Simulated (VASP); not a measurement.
An input for Quantum ESPRESSO's pw.x (written as the equivalent of a VASP run, and not itself run):

```
&CONTROL
  calculation = 'vc-relax'
  pseudo_dir = './pseudo'
  outdir = './out'
  tprnfor = .true.
  tstress = .true.
  nstep = 60
  forc_conv_thr = 0.00039
/
&SYSTEM
  ibrav = 0
  nat = 2
  ntyp = 1
  ecutwfc = 96
  occupations = 'smearing'
  smearing = 'methfessel-paxton'
  degauss = 0.00735
  input_dft = 'pw91'
  nspin = 2
  starting_magnetization(1) = 0.16
/
&ELECTRONS
  conv_thr = 7.3e-08
  electron_maxstep = 100
/
&IONS
/
&CELL
/
ATOMIC_SPECIES
  Co 58.933 Co.upf
CELL_PARAMETERS angstrom
     1.2465793   -2.1591389   -0.0000000
     1.2465793    2.1591389    0.0000000
    -0.0000000    0.0000000    4.0199244
ATOMIC_POSITIONS crystal
  Co   0.3333330  0.6666670  0.2500000
  Co   0.6666670  0.3333330  0.7500000
K_POINTS automatic
  15 15 8 0 0 0
```

Q: Translate this input to VASP (INCAR, KPOINTS, POSCAR, choice of POTCAR).

A: This is not unique; one that fits is 
**KPOINTS**
```
Automatic mesh
0
G
 15 15 8
```

### POSCAR
```
Co
1
    1.2465792695    -2.1591388621    -0.0000000000
    1.2465792695     2.1591388621     0.0000000000
   -0.0000000000     0.0000000000     4.0199244406
Co
2
Direct
  0.3333330000   0.6666670000   0.2500000000
  0.6666670000   0.3333330000   0.7500000000
```

**INCAR**
```
SYSTEM = Co
PREC = Accurate
ENCUT = 520
EDIFF = 1E-6
NELM = 100
ALGO = Normal
LREAL = .FALSE.
LASPH = .TRUE.
ISMEAR = 1
SIGMA = 0.1
GGA = 91
LMAXMIX = 4
ISPIN = 2
MAGMOM = 1.6 1.6
LORBIT = 10
LWAVE = .FALSE.
LCHARG = .FALSE.
IBRION = 2
ISIF = 3
NSW = 60
EDIFFG = -0.01
```

POTCAR, in this order: Co (PBE.64 set). Program: vasp_std.

What does not carry over: the potentials are each code's own (VASP's PAW set, PseudoDojo norm-conserving files in pw.x), so ENCUT and ecutwfc are chosen apart and not converted; conv_thr bounds pw.x's estimated SCF error, while EDIFF bounds the energy change between steps; starting_magnetization is a fraction of the valence charge and MAGMOM a moment in μB, so they match only roughly; forc_conv_thr acts on force components and is met together with etot_conv_thr.

The compound is Co in the hcp structure. This run relaxes it. Symmetry was kept, so distortions that lower it aren't found. The start is the result of an earlier pass.
